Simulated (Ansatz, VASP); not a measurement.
# Ge: VASP beside Ansatz, part 3 of 3

Aim: how closely do two programs agree when they are given the same cell, functional and k mesh? Of the first pair: The structure shown is frame 250 of Ansatz's trajectory.

VASP 6.6.1 and Ansatz 0.2.0.

So far. Step 6 (VASP: single point, PBE, pair 2): The run ends at a pressure of 0.28 GPa, with forces up to 2.8 eV/Å.

### 9. VASP: single point, PBE, pair 3

Level of this step: PBE; plane waves and PAW (Ge_d) (VASP).

The same cell, functional, mesh and smearing now go to VASP, with its own data sets.

File INCAR:

```
SYSTEM = Ge
PREC = Accurate
ENCUT = 410
EDIFF = 1E-06
NELM = 120
ISMEAR = -1
SIGMA = 0.106
LREAL = Auto
ALGO = Normal
GGA = PE
NBANDS = 392
LORBIT = 11
LWAVE = .FALSE.
LCHARG = .FALSE.
ISIF = 2
LASPH = .TRUE.
GGA_COMPAT = .FALSE.
NCORE = 2
```

File POSCAR:

```
Ge
1.0
   10.1113000000      0.0000000000      0.0000000000
    0.0000000000     10.1113000000      0.0000000000
    0.0000000000      0.0000000000     10.1113000000
Ge
48
Direct
    0.3135501864      0.9530327455      0.6840465618
    0.9715961350      0.2897649165      0.1261756649
    0.1641430874      0.1372424911      0.4419906441
    0.2605204079      0.2101806889      0.7568166309
    0.9659786575      0.0328147716      0.3189204158
    0.1987973851      0.7863578373      0.2500271973
    0.3323707140      0.3623767468      0.4815305648
    0.3572438757      0.3192764531      0.9557129153
    0.1450654219      0.7272358648      0.8331569630
    0.1715209716      0.0198490797      0.0184941600
    0.7903830368      0.2736344486      0.8050102361
    0.8769693313      0.7650944982      0.9130675581
    0.4956039283      0.5873329839      0.6479582250
    0.9773322916      0.3747787129      0.3859345485
    0.5358064739      0.2215046532      0.5981426721
    0.4848634696      0.7508134463      0.8728847923
    0.3517846370      0.9139774312      0.4029452197
    0.7872973802      0.1570223413      0.1925469524
    0.6993957256      0.3869828805      0.0567681703
    0.9270815820      0.6839872222      0.4085725871
    0.0418244934      0.2783123832      0.8810439805
    0.7570144294      0.8576641975      0.4034298260
    0.3949047106      0.9313935894      0.0531187879
    0.0329334507      0.9274870689      0.6476219675
    0.2578501281      0.5295857110      0.7122526282
    0.8378250077      0.5805880549      0.1724308447
    0.0583505583      0.3813950728      0.6200884159
    0.9363781116      0.0293335179      0.8899449131
    0.4046265070      0.7013341509      0.1791362139
    0.2227705636      0.4856447737      0.2622115851
    0.7134295293      0.4423269016      0.4752900221
    0.2275276176      0.2032082917      0.1864151988
    0.1529575821      0.6756500153      0.5001236241
    0.5151760901      0.5145925845      0.2863331125
    0.7830150426      0.8223176051      0.6865882725
    0.2805573962      0.5612235815      0.9978835560
    0.6173686865      0.9173597856      0.1991237526
    0.9541404172      0.5201507225      0.9343803467
    0.7903533670      0.1667441377      0.5040598143
    0.5582664939      0.7068626190      0.4333765193
    0.5853253291      0.9787366610      0.6874981456
    0.4949314134      0.2518469435      0.1642419867
    0.9781630453      0.8522247387      0.1480126195
    0.5786694095      0.0392531129      0.4309435978
    0.6836015151      0.9117126383      0.9537448202
    0.8474676847      0.5833967937      0.6497878611
    0.5856615865      0.5334032221      0.8954338216
    0.5780364543      0.1909052248      0.8558939009
```

File KPOINTS:

```
Automatic mesh
0
Gamma
1 1 1
0 0 0
```

Potentials, in the order of the species: Ge_d (PBE family, release 64).

Run with:

```console
$ mpirun -np 8 vasp_gam
```

Numbers of over 12 decimals in the logs are rounded to 6 here.

Output:

```text
[... set-up lines as in an earlier step ...]
 entering main loop
       N       E                     dE             d eps       ncg     rms          rms(c)
DAV:   1     0.126540016971E+05    0.12654E+05   -0.23440E+05   800   0.492E+03
DAV:   2     0.295636866065E+04   -0.96976E+04   -0.93356E+04   784   0.108E+03
DAV:   3     0.392325822744E+03   -0.25640E+04   -0.24605E+04   784   0.303E+02
DAV:   4    -0.141320953400E+03   -0.53365E+03   -0.48956E+03   896   0.128E+02
[...]
DAV:  17    -0.198802186341E+03   -0.32324E-05   -0.37168E-05   680   0.361E-02    0.206E-03
DAV:  18    -0.198802187121E+03   -0.78014E-06   -0.11196E-05   672   0.193E-02    0.141E-03
DAV:  19    -0.198802186989E+03    0.13222E-06   -0.10932E-06   448   0.135E-02
   1 F= -.19880219E+03 E0= -.19836136E+03  d E =-.881664E+00
```

From OUTCAR (step 9):

```text
  Total        1.5715623      5.1085922      0.1140867     -1.9591329      1.4878681     -0.5427677
  in kB        2.4356854      7.9175503      0.1768172     -3.0363616      2.3059720     -0.8412083
  external PRESSURE =       3.5100176 kB  Pullay stress =       0.0000000 kB

 POSITION                                       TOTAL-FORCE (eV/Angst)
 -----------------------------------------------------------------------------------
      3.17040      9.63640      6.91660        -0.187165     -0.395963     -0.236211
      9.82410      2.92990      1.27580         1.043002      0.882959      0.549350
      1.65970      1.38770      4.46910         0.150629     -0.297749      0.444900
      2.63420      2.12520      7.65240         0.046263     -0.602775     -1.233117
      9.76730      0.33180      3.22470         0.285991     -0.237279      0.839506
      2.01010      7.95110      2.52810        -1.005199      0.079806      0.239167
      3.36070      3.66410      4.86890         0.106841      0.013805      0.192255
      3.61220      3.22830      9.66350         0.416213      0.654335      0.796093
      1.46680      7.35330      8.42430         0.121377      0.558598     -0.186502
      1.73430      0.20070      0.18700        -0.766268      0.098874     -0.245092
      7.99180      2.76680      8.13970         1.102575      0.592889     -0.563846
      8.86730      7.73610      9.23230        -0.041377     -0.467593      0.134433
      5.01120      5.93870      6.55170         0.042701     -0.333848      0.296216
      9.88210      3.78950      3.90230        -0.436510      0.311545     -0.539986
[...]
-----------------------------------------------------------------------------------
    total drift:                                0.001215      0.002713     -0.017860

  FREE ENERGIE OF THE ION-ELECTRON SYSTEM (eV)
  ---------------------------------------------------
  free  energy   TOTEN  =      -198.8021869886 eV

  energy  without entropy=     -197.9205234015  energy(sigma->0) =     -198.36135520

[... 2 parts as in an earlier step ...]

[... 1 further part left out ...]
[key lines of the parts left out:]
E-fermi :   5.6177
```

The run ends at a pressure of 0.35 GPa, with forces up to 1.8 eV/Å.

### 10. Side by side

Forces on 8 of the 48 atoms, those with the largest forces and the largest differences (eV/Å; atoms numbered as in POSCAR):

```csv
atom,"Ansatz x, y, z","VASP x, y, z"
Ge2,"1.026, 0.883, 0.552","1.043, 0.883, 0.549"
Ge4,"0.056, -0.600, -1.238","0.046, -0.603, -1.233"
Ge6,"-0.988, 0.071, 0.231","-1.005, 0.080, 0.239"
Ge15,"-0.717, 1.324, -0.261","-0.715, 1.312, -0.256"
Ge18,"-1.428, -0.649, 0.136","-1.425, -0.659, 0.133"
Ge29,"1.143, 0.269, -1.002","1.133, 0.270, -1.024"
Ge34,"0.503, -1.676, -0.227","0.515, -1.685, -0.223"
Ge48,"-1.310, -0.848, 0.569","-1.325, -0.854, 0.553"
```

The forces differ by 7.9 meV/Å r.m.s., which is 1.6 % of the r.m.s. force of 0.506 eV/Å (both taken over all components).

### 11. Outcome

```json
{
 "r.m.s. force difference (single point, PBE, pair 1)": "1.4 % of the r.m.s. force",
 "r.m.s. force difference (single point, PBE, pair 2)": "1.5 % of the r.m.s. force",
 "r.m.s. force difference (single point, PBE, pair 3)": "1.6 % of the r.m.s. force"
}
```

What this shows: The r.m.s. force difference is 1.6 % of the r.m.s. force (single point, PBE, pair 3), within the 3 % picked in this series as the mark of a large difference. Such differences can come from data sets, numerical settings and the points named under the comparisons, not from the functional's error against experiment.

[Lines on the potential files, build, host, timing and source positions are cut from VASP's logs without a mark.]

[Logs are printed without paths, hosts, clocks, repeated set-up lines and the standing remarks that a program may print on its own settings, such as how far it seeks lower states.]

[Hosts, paths, dates, database ids (printed as entryN), source tags and the programs' standing remarks are cut or masked in the printed files.]
